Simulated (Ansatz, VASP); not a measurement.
# Cross-check of WS2 between VASP and Ansatz, part 2 of 2

Wanted: the spread between two codes on one cell, functional and k mesh. The cell is taken from a series of runs on this material, whose earlier steps may have relaxed, scaled, displaced or heated it; both programs get it as it stands.

VASP 6.6.1 and Ansatz 0.2.0.

So far. Step 2 (VASP: single point, PBEsol, pair 1): The run ends at a pressure of 5.53 GPa, with forces up to 3.0 eV/Å.

**6. VASP: single point, PBEsol, pair 2**

Level of this step: PBEsol, no spin polarisation; plane waves and PAW (W, S) (VASP).

The same cell, functional, mesh and smearing now go to VASP, with its own data sets.

INCAR reads:

```
SYSTEM = WS2
PREC = Accurate
ENCUT = 520
EDIFF = 1E-06
NELM = 120
ISMEAR = 1
SIGMA = 0.2
LREAL = .FALSE.
ALGO = Normal
GGA = PS
NBANDS = 36
LASPH = .TRUE.
LORBIT = 11
LWAVE = .FALSE.
LCHARG = .FALSE.
ISIF = 2
LDIPOL = .TRUE.
IDIPOL = 3
DIPOL = 0.5 0.5 0.339
LVHAR = .TRUE.
GGA_COMPAT = .FALSE.
NELMDL = -8
KPAR = 2
```

POSCAR reads:

```
WS2
1.0
    4.7179496554      2.7239095036      0.0000000000
    0.0000000000      5.4478190071      0.0000000000
    0.0000000000      0.0000000000     29.5040000000
W S
3 6
Direct
    0.0000002775      0.0073422188      0.3389370940
    0.3259911268      0.3333334285      0.3389370940
    0.6740091284      0.6593243527      0.3389370917
    0.0000000369      0.3333333283      0.3938489737
    0.3333333212      0.6666667233      0.3923184505
    0.6666666419      0.9999999484      0.3923185089
    0.3350983199      0.9982350742      0.2850455509
    0.6649017211      0.3333333809      0.2850455425
    0.9999999591      0.6684316089      0.2850455701
```

KPOINTS reads:

```
Automatic mesh
0
Gamma
9 9 1
0 0 0
```

PAW data sets: W and S (PBE family, release 64).

Started as:

```
> mpirun -np 2 vasp_std
```

Numbers of over 12 decimals in the logs are rounded to 6 here.

Output:

```text
[banner, memory and clock lines left out]
running    2 mpi-ranks, on    1 nodes
[...]
[... a notice as in an earlier step ...]

 LDA part: xc-table for (Slater+PW92), standard interpolation
 POSCAR, INCAR and KPOINTS ok, starting setup
[...]
entering main loop
       N       E                     dE             d eps       ncg     rms          rms(c)
DAV:   1     0.457899505622E+03    0.45790E+03   -0.17346E+04   864   0.108E+03
DAV:   2     0.732244300997E+01   -0.45058E+03   -0.43293E+03  1400   0.211E+02
DAV:   3    -0.747528707989E+02   -0.82075E+02   -0.81534E+02  1080   0.102E+02
DAV:   4    -0.774481001971E+02   -0.26952E+01   -0.26727E+01  1156   0.234E+01
[...]
DAV:  28    -0.732246543643E+02   -0.20297E-05   -0.62027E-08   576   0.760E-04    0.161E-03
DAV:  29    -0.732246557596E+02   -0.13953E-05   -0.38547E-08   568   0.572E-04    0.493E-04
DAV:  30    -0.732246564771E+02   -0.71753E-06   -0.21618E-08   564   0.400E-04
   1 F= -.73224656E+02 E0= -.73224972E+02  d E =0.945728E-03
```

From OUTCAR (step 6):

```text
  Total       -0.2978506     -0.2978506     -0.5239030     -0.0000000      0.0000000      0.0000000
  in kB       -0.6292919     -0.6292919     -1.1068903     -0.0000000      0.0000000      0.0000000
  external PRESSURE =      -0.7884914 kB  Pullay stress =       0.0000000 kB

 POSITION                                       TOTAL-FORCE (eV/Angst)
 -----------------------------------------------------------------------------------
      0.00000      0.04000     10.00000         0.000000      0.565197      0.023275
      1.53801      2.70391     10.00000        -0.489475     -0.282599      0.023275
      3.17994      5.42782     10.00000         0.489475     -0.282599      0.023275
      0.00000      1.81594     11.62012         0.000000     -0.000000      0.000953
      1.57265      4.53985     11.57496         0.000000     -0.000000     -0.089221
      3.14530      7.26376     11.57497         0.000000     -0.000000     -0.089221
      1.58098      6.35098      8.40998         0.019015     -0.010978      0.035888
      3.13697      3.62707      8.40998        -0.019015     -0.010978      0.035888
      4.71795      6.36540      8.40998         0.000000      0.021956      0.035888
 -----------------------------------------------------------------------------------
    total drift:                                0.003077      0.001199      0.001284

  FREE ENERGIE OF THE ION-ELECTRON SYSTEM (eV)
  ---------------------------------------------------
  free  energy   TOTEN  =       -73.2246564771 eV

  energy  without entropy=      -73.2256022053  energy(sigma->0) =      -73.22497172

[... 3 further parts left out ...]
[key lines of the parts left out:]
E-fermi :  -2.4579
```

The run ends at a pressure of -0.08 GPa, with forces up to 0.57 eV/Å.

**7. Comparison**

What differs besides the data sets and the points named for the pairs above, as far as they apply: the data sets hold 78 valence electrons in Ansatz (on its PAW soft_1 files) and 54 in VASP. Total energies have different zeros and are not compared.

Forces (eV/Å; atoms numbered as in POSCAR):

| atom | Ansatz x, y, z | VASP x, y, z |
| --- | --- | --- |
| W1 | 0.000, 0.570, 0.024 | 0.000, 0.565, 0.023 |
| W2 | -0.494, -0.285, 0.024 | -0.489, -0.283, 0.023 |
| W3 | 0.494, -0.285, 0.024 | 0.489, -0.283, 0.023 |
| S4 | 0.000, 0.000, 0.021 | 0.000, 0.000, 0.001 |
| S5 | 0.000, 0.000, -0.074 | 0.000, 0.000, -0.089 |
| S6 | 0.000, 0.000, -0.074 | 0.000, 0.000, -0.089 |
| S7 | 0.016, -0.009, 0.018 | 0.019, -0.011, 0.036 |
| S8 | -0.016, -0.009, 0.018 | -0.019, -0.011, 0.036 |
| S9 | 0.000, 0.018, 0.018 | 0.000, 0.022, 0.036 |

The forces differ by 8.5 meV/Å r.m.s., which is 4.4 % of the r.m.s. force of 0.191 eV/Å (both taken over all components). With vacuum in the cell, a pressure given here is an average over mostly empty space and none of the material.

**8. Ansatz: single point, PBEsol, pair 3**

With cell and atoms fixed, the geometry can't cause a difference; cores, projectors, grids and the points listed under the comparison can.

The cell is taken from a series of runs on this material, whose earlier steps may have relaxed, scaled, displaced or heated it; both programs get it as it stands.

input.yaml reads:

```yaml
crystal:
  lattice:
    - [4.7179496554, 2.7239095036, 0.0]
    - [0.0, 5.4478190071, 0.0]
    - [0.0, 0.0, 29.504]
  atoms:
    - { symbol: W, position: [1.5264e-06, 0.0403822033, 0.3389370976] }
    - { symbol: W, position: [0.2929511974, 0.3333338569, 0.3389370976] }
    - { symbol: W, position: [0.7070502059, 0.6262839398, 0.3389370847] }
    - { symbol: S, position: [1.0000002028, 0.3333333057, 0.398440511] }
    - { symbol: S, position: [0.3333332668, 0.6666669779, 0.3900226337] }
    - { symbol: S, position: [0.6666665305, 0.9999997164, 0.3900229549] }
    - { symbol: S, position: [0.3430407592, -0.009707092, 0.2850455346] }
    - { symbol: S, position: [0.6569594659, 0.3333335949, 0.2850454886] }
    - { symbol: S, position: [-2.252e-07, 0.6763738492, 0.2850456404] }
  periodic: [true, true, false]
kpoints:
  mp_grid: { grid: [9, 9, 1] }
hamiltonian:
  xc: pbesol
  pseudopotentials: { kind: paw, azcp: { folder: soft_1 }, xc_functional: pbe }
scf:
  occupations: { method: methfessel_paxton, width: 0.2 }
output:
  forces: true
  stress: true
  eigenvalues: true
```

Started as:

```
> ansatz run input.yaml --threads 4 --pin off --max-ram 16384MiB --backend cpu --events-out ev --progress --plain --runs-dir out
```

Output:

```text
[...]
Crystal: 9 atoms, lattice volume = 758.328 Å³
Basis set: ecut = 420 eV, 14757 PW (Γ), exchange–correlation on 80×80×400 points (8 copies of the dense FFT grid, shifted against one another)
Bands: 48, of which v1, the nominal top of the filled ones, is band 39 counted from 1 (38 counted from 0)
Symmetry: 6 space group operations
[...]
k-point 1: bands = [... 35 lower, -6.0993, -6.0211, -5.6041, -5.3320, -4.8404, -4.4041, -4.3001, -3.2458, ... 5 higher]
  k-point 2: bands = [... 35 lower, -6.5525, -6.3410, -5.8565, -5.4065, -4.7872, -4.2597, -4.0534, -2.9107, ... 5 higher]
  k-point 11: bands = [... 35 lower, -7.1132, -6.5878, -6.5736, -6.5736, -4.6199, -3.9208, -3.9208, -2.7523, ... 5 higher]
  ° read free of the cell's end (the report's vacuum.weakly_bound_levels)
[key lines of the parts left out:]
SCF converged after 11 iterations
Free energy (F): -36087.866429 eV
Fermi energy:    -5.129852 eV
P = ½ c Tr σ = 3.3820 N/m
```

**9. VASP: single point, PBEsol, pair 3**

The same cell, functional, mesh and smearing now go to VASP, with its own data sets.

INCAR: that of step 6 with these lines changed.

```diff
@@ -21,2 +21,3 @@
 GGA_COMPAT = .FALSE.
+EFERMI = MIDGAP
 NELMDL = -8
```

POSCAR reads:

```
WS2
1.0
    4.7179496554      2.7239095036      0.0000000000
    0.0000000000      5.4478190071      0.0000000000
    0.0000000000      0.0000000000     29.5040000000
W S
3 6
Direct
    0.0000015264      0.0403822033      0.3389370976
    0.2929511974      0.3333338569      0.3389370976
    0.7070502059      0.6262839398      0.3389370847
    0.0000002028      0.3333333057      0.3984405110
    0.3333332668      0.6666669779      0.3900226337
    0.6666665305      0.9999997164      0.3900229549
    0.3430407592      0.9902929080      0.2850455346
    0.6569594659      0.3333335949      0.2850454886
    0.9999997748      0.6763738492      0.2850456404
```

KPOINTS is that of step 6.

Started as:

```
> mpirun -np 2 vasp_std
```

Output:

```text
[... set-up lines as in an earlier step ...]
 entering main loop
       N       E                     dE             d eps       ncg     rms          rms(c)
DAV:   1     0.459347012110E+03    0.45935E+03   -0.17349E+04   864   0.108E+03
DAV:   2     0.634239135789E+01   -0.45300E+03   -0.43620E+03  1424   0.211E+02
DAV:   3    -0.752272385535E+02   -0.81570E+02   -0.81121E+02  1056   0.102E+02
DAV:   4    -0.778258337942E+02   -0.25986E+01   -0.25813E+01  1164   0.230E+01
[...]
DAV:  28    -0.735811888742E+02   -0.43657E-05   -0.10520E-07   664   0.862E-04    0.716E-04
DAV:  29    -0.735811911113E+02   -0.22371E-05   -0.66196E-08   640   0.591E-04    0.397E-04
DAV:  30    -0.735811914920E+02   -0.38069E-06   -0.18078E-08   528   0.401E-04
   1 F= -.73581191E+02 E0= -.73586652E+02  d E =0.163805E-01
```

Parts of OUTCAR (step 9):

```text
  Total        4.7735999      4.7735999     -2.9635241      0.0000000     -0.0000000      0.0000000
  in kB       10.0855532     10.0855532     -6.2612663      0.0000000     -0.0000000      0.0000000
  external PRESSURE =       4.6366134 kB  Pullay stress =       0.0000000 kB

 POSITION                                       TOTAL-FORCE (eV/Angst)
 -----------------------------------------------------------------------------------
      0.00001      0.22000     10.00000         0.000000     -0.271735      0.175986
      1.38213      2.61392     10.00000         0.235329      0.135867      0.175986
      3.33583      5.33782     10.00000        -0.235329      0.135867      0.175986
      0.00000      1.81594     11.75559         0.000000     -0.000000     -0.447079
      1.57265      4.53985     11.50723         0.000000     -0.000000     -0.360828
      3.14530      7.26376     11.50724         0.000000     -0.000000     -0.360828
      1.61845      6.32935      8.40998         0.018266     -0.010546      0.213593
      3.09950      3.60544      8.40998        -0.018266     -0.010546      0.213593
      4.71795      6.40867      8.40999         0.000000      0.021092      0.213593
 -----------------------------------------------------------------------------------
    total drift:                                0.016653      0.006397      0.001330

  FREE ENERGIE OF THE ION-ELECTRON SYSTEM (eV)
  ---------------------------------------------------
  free  energy   TOTEN  =       -73.5811914920 eV

  energy  without entropy=      -73.5975720013  energy(sigma->0) =      -73.58665166

[... 2 parts as in an earlier step ...]

[... 1 further part left out ...]
[key lines of the parts left out:]
E-fermi :  -2.5337
```

The gap is under twice the smearing width, so the edge states are partly filled and the run can't tell a small gap from a semimetal. Methfessel-Paxton smearing is not meant for a cell with a gap.

**10. Side by side**

What differs besides the data sets and the points named for the pairs above, as far as they apply: the data sets hold 78 valence electrons in Ansatz (on its PAW soft_1 files) and 54 in VASP. Total energies have different zeros and are not compared.

Forces (eV/Å; atoms numbered as in POSCAR):

| atom | Ansatz x, y, z | VASP x, y, z |
| --- | --- | --- |
| W1 | 0.000, -0.324, 0.177 | 0.000, -0.272, 0.176 |
| W2 | 0.281, 0.162, 0.177 | 0.235, 0.136, 0.176 |
| W3 | -0.281, 0.162, 0.177 | -0.235, 0.136, 0.176 |
| S4 | 0.000, 0.000, -0.423 | 0.000, 0.000, -0.447 |
| S5 | 0.000, 0.000, -0.361 | 0.000, 0.000, -0.361 |
| S6 | 0.000, 0.000, -0.361 | 0.000, 0.000, -0.361 |
| S7 | 0.006, -0.003, 0.205 | 0.018, -0.011, 0.214 |
| S8 | -0.006, -0.003, 0.205 | -0.018, -0.011, 0.214 |
| S9 | 0.000, 0.007, 0.205 | 0.000, 0.021, 0.214 |

The forces differ by 19 meV/Å r.m.s., which is 10.3 % of the r.m.s. force of 0.184 eV/Å (both taken over all components). With vacuum in the cell, a pressure given here is an average over mostly empty space and none of the material.

**11. Further runs**

Further runs change the set-up of one program: Ansatz's method, potentials or start, or VASP's data sets, cutoff or form of LDA. The table gives that difference for each run.

| run | r.m.s. force difference (meV/Å) |
| --- | --- |
| as above | 19 |
| VASP with the data sets W_sv and S and a cutoff of 400 eV | 12 |

**12. Results**

```yaml
r_m_s_force_difference_single_point_pbesol_pair_1: 2.2 % of the r.m.s. force
r_m_s_force_difference_single_point_pbesol_pair_2: 8.5 meV/Å
r_m_s_force_difference_single_point_pbesol_pair_3: 19 meV/Å
```

In words: The r.m.s. force difference is 19 meV/Å (single point, PBEsol, pair 3), beyond the 12 meV/Å picked in this series as the mark of a large difference. The data sets hold unlike numbers of valence electrons (26 in Ansatz and 18 in VASP and 78 in Ansatz and 54 in VASP), so part of the differences comes from the potentials. Single point, PBEsol, pair 3, VASP with the data sets W_sv and S and a cutoff of 400 eV: r.m.s. force difference goes from 19 to 12 meV/Å. 5 further runs of this series are not shown here. How closely two codes agree says nothing of how well the functional describes the real material.

[Lines on the potential files, build, host, timing and source positions are cut from VASP's logs without a mark.]

[Logs are printed without paths, hosts, clocks, repeated set-up lines and the standing remarks that a program may print on its own settings, such as how far it seeks lower states.]

[Hosts, paths, dates, database ids (printed as entryN), source tags and the programs' standing remarks are cut or masked in the printed files.]
